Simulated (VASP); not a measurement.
A run of VASP 6.6.1 is set up as follows.

The input INCAR:

```
SYSTEM = LuBe
ALGO     = Normal         ! electronic algorithm
EDIFF    = 1E-7           ! SCF threshold, eV
EDIFFG   = 1E-5           ! ionic threshold
ENCUT    = 600            ! plane-wave cutoff, eV
GGA      = PE             ! functional
IBRION   = 2              ! ionic algorithm
ISIF     = 2              ! what is computed and relaxed
ISMEAR   = -1             ! smearing method
IVDW     = 12             ! dispersion correction
LASPH    = .TRUE.         ! aspherical terms in the spheres
LCHARG   = .FALSE.        ! write CHGCAR
LREAL    = Auto         
LWAVE    = .FALSE.        ! write WAVECAR
NELM     = 100            ! most SCF steps
NSW      = 60             ! ionic steps
PREC     = Accurate       ! precision mode
SIGMA    = 0.02           ! smearing width, eV
```

Contents of LuBe.cif:

```cif
data_LuBe
_cell_length_a 3.32037000
_cell_length_b 3.32037000
_cell_length_c 3.32037000
_cell_angle_alpha 90.00000000
_cell_angle_beta 90.00000000
_cell_angle_gamma 90.00000000
_space_group_name_H-M_alt 'Pm-3m'
_space_group_name_Hall '-P 4 2 3'
_space_group_IT_number 221
loop_
_space_group_symop_operation_xyz
'x,y,z'
'-x,-y,-z'
'-y,x,z'
'y,-x,-z'
'-x,-y,z'
'x,y,-z'
'y,-x,z'
'-y,x,-z'
'x,-y,-z'
'-x,y,z'
'-y,-x,-z'
'y,x,z'
'-x,y,-z'
'x,-y,z'
'y,x,-z'
'-y,-x,z'
'z,x,y'
'-z,-x,-y'
'z,-y,x'
'-z,y,-x'
'z,-x,-y'
'-z,x,y'
'z,y,-x'
'-z,-y,x'
'-z,x,-y'
'z,-x,y'
'-z,-y,-x'
'z,y,x'
'-z,-x,y'
'z,x,-y'
'-z,y,x'
'z,-y,-x'
'y,z,x'
'-y,-z,-x'
'x,z,-y'
'-x,-z,y'
'-y,z,-x'
'y,-z,x'
'-x,z,y'
'x,-z,-y'
'-y,-z,x'
'y,z,-x'
'-x,-z,-y'
'x,z,y'
'y,-z,-x'
'-y,z,x'
'x,-z,y'
'-x,z,-y'
loop_
_atom_site_label
_atom_site_type_symbol
_atom_site_symmetry_multiplicity
_atom_site_Wyckoff_symbol
_atom_site_fract_x
_atom_site_fract_y
_atom_site_fract_z
_atom_site_occupancy
Lu1 Lu 1 a 0.0000000000 0.0000000000 0.0000000000 1
Be1 Be 1 b 0.5000000000 0.5000000000 0.5000000000 1
```

Contents of KPOINTS:

```
k-points
0
G
  8 8 8
  0 0 0
```

The input POSCAR:

```
Lu Be
 1.0000000000000000
     3.3203700000000000    0.0000000000000000    0.0000000000000000
     0.0000000000000000    3.3203700000000000    0.0000000000000000
     0.0000000000000000    0.0000000000000000    3.3203700000000000
 Lu  Be 
   1   1
Cartesian
  0.0000000000000000  0.0000000000000000  0.0000000000000000
  1.6601850000000000  1.6601850000000000  1.6601850000000000
```

Potentials or basis: VASP PAW PBE potentials, release 64 (Lu_3, Be_sv), 4f in core.

Command:

```bash
$ ase convert -i cif -o vasp LuBe.cif POSCAR
$ cat potpaw_PBE.64/Lu_3/POTCAR potpaw_PBE.64/Be_sv/POTCAR > POTCAR
$ mpirun -np 1 vasp_std > vasp.out
```

**Question.** Predict the band gap on the k mesh.

**Answer.** None (metal or under the smearing width).

**Question.** What does it give for the dispersion energy per atom?

**Answer.** -0.330 eV.

Final structure:
```
CELL_PARAMETERS angstrom
3.32037 0.00000 0.00000
0.00000 3.32037 0.00000
0.00000 0.00000 3.32037
ATOMIC_POSITIONS crystal
Lu 0.00000 0.00000 0.00000
Be 0.50000 0.50000 0.50000
```

Caveat: the relaxation stopped at its first step, so nothing moved. Spin-orbit coupling is left out, which matters for the levels of Lu.
